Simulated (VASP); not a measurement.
Set up this calculation in VASP 6.6.1, as the native input.

```yaml
Task: relaxation of cell and atoms
Functional: PBEsol
Potentials_or_basis: VASP PAW PBE potentials, release 64 (Sn_d, Te)
Cutoff: 600 eV
k_mesh: 10 × 10 × 10
Occupations: gaussian, width 0.03 eV
Spin: no spin polarisation
Further_INCAR_settings: ALGO = Normal; EDIFF = 1e-06; IBRION = 2; EDIFFG = -0.01; NSW = 90; ISIF = 3
```

The structure of SnTe lies in POSCAR:

```
SnTe
1.0
    0.0000000000      3.1508500000      3.1508500000
    3.1508500000      0.0000000000      3.1508500000
    3.1508500000      3.1508500000      0.0000000000
Sn Te
1 1
Direct
    0.0000000000      0.0000000000      0.0000000000
    0.5000000000      0.5000000000      0.5000000000
```

These files were run (other wordings do the same):

INCAR

```
PREC = Accurate
ENCUT = 600
EDIFF = 1E-6
ISMEAR = 0
SIGMA = 0.03
LREAL = F
LASPH = T
NELM = 80
ALGO = Normal
ISIF = 3
LWAVE = F
LCHARG = F
GGA = PS
IBRION = 2
NSW = 90
EDIFFG = -0.01
KPAR = 4
```

KPOINTS

```
regular mesh
0
Gamma
  10 10 10
```

Potentials or basis: VASP PAW PBE potentials, release 64 (Sn_d, Te).

Command:

```sh
$ cat potpaw_PBE.64/Sn_d/POTCAR potpaw_PBE.64/Te/POTCAR > POTCAR
$ mpirun -np 4 vasp_std > vasp.out
```

Results of the run:

The relaxed volume is 31.10 Å³/atom, the relaxed cell is a = 4.447 Å, b = 4.447 Å, c = 4.447 Å, α = 60.00°, β = 60.00°, γ = 60.00° and the space group after relaxing (to 0.05 Å) is Fm-3m (No. 225). The energy gained by relaxing is 0.2 meV/atom and the ionic steps are 3. The pressure after relaxing is 0.0 GPa and the band gap on the k mesh is 0.16 eV, direct.

Caveat: the PAW data sets were made with another functional, which shifts forces and pressure a little; spin-orbit coupling is left out, which moves the levels of the heavy elements.

Wall time 16 s on 4 MPI ranks on Intel(R) Xeon(R) 6975P-C (Granite Rapids), on a shared host, peak memory 0.24 GiB a rank.
